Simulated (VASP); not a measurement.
Data:

```
CeO2
1.0
    0.00000     2.67662     2.67662
    2.67662     0.00000     2.67662
    2.67662     2.67662     0.00000
Ce O
1 2
Direct
  0.00000   0.00000   0.00000
  0.25000   0.25000   0.25000
  0.75000   0.75000   0.75000
```

The numbers are results of PBEsol GGA, VASP's PBE PAW potentials (set 64) (plane waves; VASP), not measurements. Numerical set-up: 620 eV cut-off, 7×7×7 Γ-centred mesh, Gaussian smearing of 0.050 eV, potentials Ce O.

Energy and stress use the plane-wave basis of the starting cell.

Problem. The ions, cell shape and volume at an external pressure of 10.0 GPa are relaxed. Predict the relaxed structure.

Solution. 
```
CeO2
1.0
    0.00000     2.65689     2.65689
    2.65689     0.00000     2.65689
    2.65689     2.65689     0.00000
Ce O
1 2
Direct
  0.00000   0.00000   0.00000
  0.25000   0.25000   0.25000
  0.75000   0.75000   0.75000
```
Space group Fm-3m (225), at a tolerance of 0.03 Å.

Problem. How do energy and volume change from the first to the last step?

Solution. The energy (σ→0) changes by +13.0 meV/atom and the volume by -2.2 %, in 3 ionic steps.

```csv
step,E(σ→0) (eV),max force (eV/Å),pressure (GPa),volume (Å³)
1,-27.5334,0.000,5.08,38.35
2,-27.3786,0.000,18.90,36.21
3,-27.4943,0.000,9.98,37.51
```

The compound is CeO2 in the fluorite structure. This run relaxes it under an external pressure of 10 GPa. Symmetry was kept, so distortions that lower it aren't found. The run is not spin-polarised, so no magnetic state was tried.
